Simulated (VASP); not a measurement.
Data:

```
BaTiO3
1.0
    3.99870     0.00000     0.00000
    0.00000     3.99870     0.00000
    0.00000     0.00000     4.45922
Ba Ti O
1 1 3
Direct
  0.00000   0.00000   0.02748
  0.50000   0.50000   0.54028
  0.50000   0.50000   0.94267
  0.00000   0.50000   0.47679
  0.50000   0.00000   0.47679
```

Method: RPBE GGA, VASP's PBE PAW potentials (set 64) (plane waves; VASP). Run with 520 eV cut-off, 6×6×6 Γ-centred mesh, tetrahedra with Blöchl corrections, potentials Ba_sv Ti_sv O.

The cores are frozen, which limits the accuracy of field gradients.

Q: Give the principal components of the electric field gradient (V/Å²) and the asymmetry η at each nucleus.

A: 
```tsv
atom	Vxx	Vyy	Vzz	η
Ba1	4.0	4.0	-8.0	0.00
Ti2	-15.0	-15.0	30.0	0.00
O3	-5.5	-5.5	11.0	0.00
O4	-27.1	-4.0	31.1	0.74
O5	-27.1	-4.0	31.1	0.74
```

The compound is BaTiO3 in the tetragonal perovskite structure. It was relaxed first, which changed the volume by +11 %.
